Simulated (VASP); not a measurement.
Input:

```yaml
crystal:
  lattice:
    - [5.99067, -2.48722, 0.01367]
    - [5.99067, 2.48722, 0.01367]
    - [-0.05811, 0.00000, 4.09005]
  atoms:
    - { symbol: Ba, position: [0.64110, 0.64110, 0.25550] }
    - { symbol: Ba, position: [0.35890, 0.35890, 0.74450] }
    - { symbol: Si, position: [0.94220, 0.94220, 0.24773] }
    - { symbol: Si, position: [0.05780, 0.05780, 0.75227] }
```

Computed with PBEsol GGA, VASP's PBE PAW potentials (set 64) (plane waves; VASP 6.6.1). Settings: 400 eV cut-off, Gaussian smearing of 0.050 eV, potentials Ba_sv Si.

### Question
Give the energies of bands 10 to 17 at the high-symmetry points, in eV from the Fermi level.

### Answer

```
band      Γ      C     Y2     M2      D      A     V2
----  -----  -----  -----  -----  -----  -----  -----
10    -4.94  -4.21  -5.05  -7.10  -7.29  -7.20  -4.19
11    -1.94  -2.67  -1.89  -2.39  -2.44  -2.18  -2.75
12    -1.75  -2.13  -1.84  -2.38  -2.43  -2.17  -2.12
13    -1.55  -1.06  -1.23  -1.24  -0.96  -1.65  -1.28
14    -0.74  -0.88  -0.35  -1.22  -0.93  -1.65  -0.75
15     1.28   0.83  -0.24   0.71   0.95   0.17   0.90
16     1.52   0.88   1.81   0.82   0.96   0.31   1.19
17     2.17   1.84   2.01   1.58   2.65   3.03   1.58
```

It has no gap at this level: it comes out as a metal or semimetal.

The structure comes from a computed database's BaSi entry (C2/m); how it stands against other phases isn't given here. It was relaxed first.
